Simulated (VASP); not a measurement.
Output of a VASP run:

File OUTCAR:
```
 ion  position               nearest neighbor table
   1  0.000  0.000  0.000-
  LATTYP: Found a face centered cubic cell.
 ALAT       =     4.8118099820
 Subroutine PRICEL returns:
 Original cell was already a primitive cell.
 Subroutine GETGRP returns: Found 48 space group operations
The static configuration has the point symmetry O_h .
The dynamic configuration has the point symmetry O_h .
 Subroutine INISYM returns: Found 48 space group operations
 Subroutine IBZKPT returns following result:
 Found     35 irreducible k-points:

 Following reciprocal coordinates:
            Coordinates               Weight
  0.000000  0.000000  0.000000      1.000000
  0.111111  0.000000  0.000000      8.000000
  0.222222  0.000000  0.000000      8.000000
  0.333333  0.000000  0.000000      8.000000
  0.444444  0.000000  0.000000      8.000000
  0.111111  0.111111  0.000000      6.000000
  0.222222  0.111111  0.000000     24.000000
  0.333333  0.111111  0.000000     24.000000
  0.444444  0.111111  0.000000     24.000000
 -0.444444  0.111111  0.000000     24.000000
 -0.333333  0.111111  0.000000     24.000000
 -0.222222  0.111111  0.000000     24.000000
 -0.111111  0.111111  0.000000     12.000000
  0.222222  0.222222  0.000000      6.000000
  0.333333  0.222222  0.000000     24.000000
  0.444444  0.222222  0.000000     24.000000
 -0.444444  0.222222  0.000000     24.000000
 -0.333333  0.222222  0.000000     24.000000
 -0.222222  0.222222  0.000000     12.000000
  0.333333  0.333333  0.000000      6.000000
  0.444444  0.333333  0.000000     24.000000
 -0.444444  0.333333  0.000000     24.000000
 -0.333333  0.333333  0.000000     12.000000
  0.444444  0.444444  0.000000      6.000000
 -0.444444  0.444444  0.000000     12.000000
  0.333333  0.222222  0.111111     24.000000
  0.444444  0.222222  0.111111     48.000000
 -0.444444  0.222222  0.111111     48.000000
  0.444444  0.333333  0.111111     24.000000
 -0.444444  0.333333  0.111111     48.000000
 -0.333333  0.333333  0.111111     48.000000
 -0.222222  0.333333  0.111111     24.000000
 -0.444444  0.444444  0.111111     24.000000
 -0.333333  0.444444  0.111111     24.000000
 -0.333333  0.444444  0.222222     24.000000
   k-points           NKPTS =     35   k-points in BZ     NKDIM =     35   number of bands    NBANDS=      9
   number of dos      NEDOS =    301   number of ions     NIONS =      1
   total plane-waves  NPLWV =  21952
   dimension x,y,z NGX =    28 NGY =   28 NGZ =   28
   dimension x,y,z NGXF=    56 NGYF=   56 NGZF=   56
   ions per type =               1
   PREC   = accura    normal or accurate (medium, high low for compatibility)
   ISTART =      0    job   : 0-new  1-cont  2-samecut
   ICHARG =      2    charge: 1-file 2-atom 10-const
   ISPIN  =      1    spin polarized calculation?
   LNONCOLLINEAR =      F non collinear calculations
   LSORBIT =      F    spin-orbit coupling
   INIWAV =      1    electr: 0-lowe 1-rand  2-diag
   ENCUT  =  500.0 eV  36.75 Ry    6.06 a.u.   6.20  6.20  6.20*2*pi/ulx,y,z
   NELM   =    100;   NELMIN=  2; NELMDL= -5     # of ELM steps
   EDIFF  = 0.1E-05   stopping-criterion for ELM
   LREAL  =      F    real-space projection
   NLSPLINE    = F    spline interpolate recip. space projectors
   LMAXMIX     =    2 max onsite mixed and CHGCAR
   VOSKOWN=      0    Vosko Wilk Nusair interpolation
   EDIFFG = -.2E-01   stopping-criterion for IOM
   NSW    =     40    number of steps for IOM
   NBLOCK =      1;   KBLOCK =     40    inner block; outer block
   IBRION =      2    ionic relax: 0-MD 1-quasi-New 2-CG
   NFREE  =      1    steps in history (QN), initial steepest desc. (CG)
   ISIF   =      3    stress and relaxation
   ISYM   =      2    0-nonsym 1-usesym 2-fastsym
   TEIN   =    0.0    initial temperature
   TEBEG  =    0.0;   TEEND  =   0.0 temperature during run
   SMASS  =  -3.00    Nose mass-parameter (am)
...
```

### OSZICAR
```
       N       E                     dE             d eps       ncg     rms          rms(c)
DAV:   1     0.618548194221E+02    0.61855E+02   -0.54579E+03   630   0.105E+03
DAV:   2    -0.804127550403E+00   -0.62659E+02   -0.62372E+02   655   0.236E+02
DAV:   3    -0.194695089293E+01   -0.11428E+01   -0.11396E+01   928   0.333E+01
DAV:   4    -0.199433717376E+01   -0.47386E-01   -0.47352E-01   853   0.507E+00
DAV:   5    -0.199496089843E+01   -0.62372E-03   -0.62342E-03  1007   0.510E-01    0.196E+00
DAV:   6    -0.196478086854E+01    0.30180E-01   -0.17437E-02   724   0.153E+00    0.115E+00
DAV:   7    -0.195227620818E+01    0.12505E-01   -0.21508E-02   961   0.171E+00    0.106E-01
DAV:   8    -0.195199992931E+01    0.27628E-03   -0.13293E-03   689   0.392E-01    0.280E-02
DAV:   9    -0.195200004837E+01   -0.11906E-06   -0.59536E-05  1011   0.596E-02    0.115E-02
DAV:  10    -0.195199942782E+01    0.62055E-06   -0.52148E-06   706   0.272E-02
   1 F= -.21357894E+00 E0= -.21350667E+00  d E =-.213579E+00
```

### OUTCAR
```
------------------------ aborting loop because EDIFF is reached ----------------------------------------
  FORCE on cell =-STRESS in cart. coord.  units (eV):
  Direction    XX          YY          ZZ          XY          YZ          ZX
  --------------------------------------------------------------------------------------
  Total        1.7385546      1.7385546      1.7385546      0.0000000      0.0000000     -0.0000000
  in kB      100.0077132    100.0077132    100.0077132      0.0000000      0.0000000     -0.0000000
  external PRESSURE =       0.0077132 kB  Pullay stress =     100.0000000 kB
  volume of cell :       27.85
      direct lattice vectors                 reciprocal lattice vectors
     0.000000000  2.405904991  2.405904991    -0.207822005  0.207822005  0.207822005
     2.405904991  0.000000000  2.405904991     0.207822005 -0.207822005  0.207822005
     2.405904991  2.405904991  0.000000000     0.207822005  0.207822005 -0.207822005
 POSITION                                       TOTAL-FORCE (eV/Angst)
 -----------------------------------------------------------------------------------
      0.00000      0.00000      0.00000        -0.000000      0.000000      0.000000
 -----------------------------------------------------------------------------------
    total drift:                               -0.000000      0.000000     -0.000000
  FREE ENERGIE OF THE ION-ELECTRON SYSTEM (eV)
  ---------------------------------------------------
  free  energy   TOTEN  =        -1.9519994278 eV

  energy  without entropy=       -1.9518548957  energy(sigma->0) =       -1.95192716
  enthalpy is  TOTEN    =        -0.2135789364 eV   P V=        1.7384204914

 reached required accuracy - stopping structural energy minimisation
```
(Selected blocks of OUTCAR.)

File POSCAR:
```
Ca
1
   -0.0000000000     2.4059049910     2.4059049910
    2.4059049910    -0.0000000000     2.4059049910
    2.4059049910     2.4059049910    -0.0000000000
Ca
1
Direct
  0.0000000000   0.0000000000   0.0000000000
```

Write an INCAR and KPOINTS that could have produced this output.

This is not unique; one that fits is the input of the run itself, LDA (Ceperley-Alder, Perdew-Zunger), plane waves, VASP's LDA PAW potentials (set 64).

File KPOINTS:
```
Automatic mesh
0
Gamma
  9 9 9
0 0 0
```

### INCAR
```
SYSTEM = Ca
PREC = Accurate
ENCUT = 500
EDIFF = 1E-6
NELM = 100
ALGO = Normal
LREAL = .FALSE.
LASPH = .TRUE.
ISMEAR = 0
SIGMA = 0.05
LWAVE = .FALSE.
LCHARG = .FALSE.
IBRION = 2
ISIF = 3
NSW = 40
EDIFFG = -0.02
PSTRESS = 100
```

POTCAR, in this order: Ca_sv (LDA.64 set). Program: vasp_std.

The compound is Ca in the fcc structure. It was relaxed first under an external pressure of 10 GPa.
